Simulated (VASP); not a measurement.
All values below come from LDA (Ceperley-Alder, Perdew-Zunger), VASP's LDA PAW potentials (set 64) (plane waves; VASP 6.6.1).

Input for VASP

File KPOINTS:
```
K-points
0
Gamma
15 15 15
0 0 0
```

File POSCAR:
```
Pb
1
   -1.9796600000     1.9796600000     1.9796600000
    1.9796600000    -1.9796600000     1.9796600000
    1.9796600000     1.9796600000    -1.9796600000
Pb
1
Direct
  0.0000000000   0.0000000000   0.0000000000
```

INCAR:
```
ALGO = Normal
EDIFF = 1E-6
ENCUT = 300
ISIF = 2
ISMEAR = -1
LASPH = .True.
LCHARG = .False.
LMAXMIX = 4
LREAL = .False.
LWAVE = .False.
NELM = 100
PREC = Accurate
SIGMA = 0.1
SYSTEM = Pb
```

POTCAR, in this order: Pb_d (LDA.64 set). Program: vasp_std.

Q: What will the output report for the number of irreducible k-points (NKPTS), largest plane-wave count, number of space-group operations, FFT grid (NGX, NGY, NGZ)?

A: 
| Property | Value |
|---|---|
| number of irreducible k-points (NKPTS) | 120 |
| largest plane-wave count | 376 |
| number of space-group operations | 48 |
| FFT grid (NGX, NGY, NGZ) | 20 × 20 × 20 |

The structure comes from a computed database's Pb entry (Im-3m); how it stands against other phases isn't given here. The cell was not relaxed at this level. The run is one of a series of settings (GGA removed, POTCAR Pb_d (LDA.64 set) against the base run), some of them coarse on purpose.
